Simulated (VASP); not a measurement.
Consider the following.

```
AuI
1.0
    3.75132     0.00000     0.00000
   -1.87566     3.24874     0.00000
    0.00000     0.00000     3.66110
Au I
1 1
Direct
  0.00000   0.00000   0.00000
  0.66667   0.33333   0.50000
```

Level of theory: PBE GGA with D3 dispersion (zero damping), VASP's PBE PAW potentials (set 64) (plane waves; VASP). Run with 400 eV cut-off, 7×7×7 Γ-centred mesh, Gaussian smearing of 0.050 eV, potentials Au I.

### Question
Give the stress tensor in GPa (positive for a compressed cell).

### Answer

```
14.64   0.00   0.00
 0.00  14.64   0.00
 0.00   0.00  19.52
```
The pressure is its mean diagonal, 16.26 GPa.

The structure was generated: AuI was put into the WC type (P-6m2), which need not be its known phase. The cell was not relaxed at this level. The run is one of a series of settings (IVDW = 11 against the base run), some of them coarse on purpose.
